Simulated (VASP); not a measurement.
A run of VASP 6.6.1:

POSCAR

```
NiMoIrPdW                               
1.0
    4.1369274794      0.0000077181     -0.0000026331
   -2.0684620797      3.5826882907      0.0000026331
   -0.0000034842      0.0000020116      5.4643993548
  Ni              Mo              Pd              Ir              W             
     1     1     1     1     1
Direct
     0.0000006364518392    0.9999993635481411    0.9576171316533736
     0.6666664139826981    0.3333335860173856    0.9621381612563281
     0.6666669604447241    0.3333330395553446    0.4629729636987817
     0.3333331264895062    0.6666668735104249    0.7260055122267481
     0.3333328626312324    0.6666671373687036    0.2357162311647705
```

The input INCAR.step1:

```
ALGO     = Fast           # electronic algorithm
EDIFF    = 1E-6           # SCF threshold, eV
ENCUT    = 520            # plane-wave cutoff, eV
GGA      = RE             # functional
ISIF     = 2              # what is computed and relaxed
ISMEAR   = -1             # smearing method
ISPIN    = 2              # spin polarisation
KPAR     = 4            
LASPH    = True           # aspherical terms in the spheres
LCHARG   = True           # write CHGCAR
LMAXMIX  = 4              # l up to which the mixer works
LORBIT   = 11             # projections on sites
LREAL    = False          # projectors in reciprocal space
LWAVE    = False          # write WAVECAR
MAGMOM   = 1 1 0 0.6 0    # initial moments
NBANDS   = 40             # bands
NELM     = 150            # most SCF steps
PREC     = Accurate       # precision mode
SIGMA    = 0.05           # smearing width, eV
```

File KPOINTS.step1:

```
k-points
0
Gamma
  8 8 5
```

File INCAR.step2:

```
ALGO     = Fast           # electronic algorithm
EDIFF    = 1E-6           # SCF threshold, eV
ENCUT    = 520            # plane-wave cutoff, eV
GGA      = RE             # functional
ICHARG   = 11             # starting density
ISIF     = 2              # what is computed and relaxed
ISMEAR   = 0              # smearing method
ISPIN    = 2              # spin polarisation
KPAR     = 4            
LASPH    = True           # aspherical terms in the spheres
LCHARG   = False          # write CHGCAR
LMAXMIX  = 4              # l up to which the mixer works
LORBIT   = 11             # projections on sites
LREAL    = False          # projectors in reciprocal space
LWAVE    = False          # write WAVECAR
MAGMOM   = 1 1 0 0.6 0    # initial moments
NBANDS   = 40             # bands
NELM     = 150            # most SCF steps
PREC     = Accurate       # precision mode
SIGMA    = 0.05           # smearing width, eV
```

KPOINTS.step2

```
path GMKGALHA,LM,KH
15
line-mode
reciprocal
 0.0000000000  0.0000000000  0.0000000000  G
 0.5000000000  0.0000000000  0.0000000000  M

 0.5000000000  0.0000000000  0.0000000000  M
 0.3333333333  0.3333333333  0.0000000000  K

 0.3333333333  0.3333333333  0.0000000000  K
 0.0000000000  0.0000000000  0.0000000000  G

 0.0000000000  0.0000000000  0.0000000000  G
 0.0000000000  0.0000000000  0.5000000000  A

 0.0000000000  0.0000000000  0.5000000000  A
 0.5000000000  0.0000000000  0.5000000000  L

 0.5000000000  0.0000000000  0.5000000000  L
 0.3333333333  0.3333333333  0.5000000000  H

 0.3333333333  0.3333333333  0.5000000000  H
 0.0000000000  0.0000000000  0.5000000000  A

 0.5000000000  0.0000000000  0.5000000000  L
 0.5000000000  0.0000000000  0.0000000000  M

 0.3333333333  0.3333333333  0.0000000000  K
 0.3333333333  0.3333333333  0.5000000000  H
```

Potentials or basis: VASP PAW PBE potentials, release 64 (Ni, Mo_sv, Pd, Ir, W_sv).

Launch:

```console
$ cat potpaw_PBE.64/Ni/POTCAR potpaw_PBE.64/Mo_sv/POTCAR potpaw_PBE.64/Pd/POTCAR potpaw_PBE.64/Ir/POTCAR potpaw_PBE.64/W_sv/POTCAR > POTCAR
$ cp INCAR.step1 INCAR
$ cp KPOINTS.step1 KPOINTS
$ mpirun -np 4 vasp_std > vasp.out
$ cp INCAR.step2 INCAR
$ cp KPOINTS.step2 KPOINTS
$ mpirun -np 4 vasp_std > vasp.out
```

Hardware: 4 MPI ranks on Intel(R) Xeon(R) Platinum 8488C (Sapphire Rapids) (shared host).

Problem. Estimate the wall time of this run.

Solution. Wall time 5.3 min on 4 MPI ranks on Intel(R) Xeon(R) Platinum 8488C (Sapphire Rapids) (shared host), peak memory 0.78 GiB a rank. Counts: scf iterations 10, k points 135.
